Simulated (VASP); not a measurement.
VASP runs on Dy (hcp) share one base input (PBE GGA, plane waves, VASP's PBE PAW potentials (set 64)) and change the settings named in each case.

File POSCAR:
```
Dy
1
    1.8309000000    -3.1712120000     0.0000000000
    1.8309000000     3.1712120000     0.0000000000
    0.0000000000     0.0000000000     5.7630000000
Dy
2
Direct
  0.3333330000   0.6666670000   0.2500000000
  0.6666670000   0.3333330000   0.7500000000
```

File KPOINTS:
```
K-points
0
gamma
10 10 6
```

**INCAR**
```
ALGO = Normal
EDIFF = 1E-6
ENCUT = 400
GGA = PE
ISIF = 2
ISMEAR = 1
LASPH = .True.
LCHARG = .False.
LMAXMIX = 6
LREAL = .False.
LWAVE = .False.
NELM = 100
PREC = Accurate
SIGMA = 0.1
SYSTEM = Dy
```

POTCAR, in this order: Dy_3 (PBE.64 set). Program: vasp_std.

| change | E(σ→0) (eV/atom) | pressure (GPa) | −TS (eV) |
|---|---|---|---|
| base run | -4.5272 | -1.82 | 0.0033 |
| GGA = RP | -4.2018 | -0.17 | 0.0037 |
| GGA = AM | -4.7083 | -3.52 | 0.0035 |
| GGA removed, LMIXTAU = .TRUE., METAGGA = TPSS | -8.2249 | ___ | 0.0037 |
| IVDW = 12 | -4.8978 | -3.66 | 0.0033 |
| IVDW = 13 | -4.7642 | ___ | 0.0033 |
| GGA = RE | -4.2558 | -0.61 | 0.0036 |

Problem. Fill in the missing entries.

Solution. 
- IVDW = 13, pressure (GPa): -2.94
- GGA removed, LMIXTAU = .TRUE., METAGGA = TPSS, pressure (GPa): -2.85

Energies of different potentials or functionals have different zeros. The 4f electrons are frozen in the core of the lanthanide potential, so 4f levels, which can set the real gap, and their magnetism are missing.

Left out are runs that ran out of time, are held back, or changed the cell or the kind of run, fixed moments of cells without a moment, rows past the twelfth, gaps on odd meshes, pressures of charged cells and columns that move by less than the noise.

The compound is Dy in the hcp structure. The cell was not relaxed at this level.
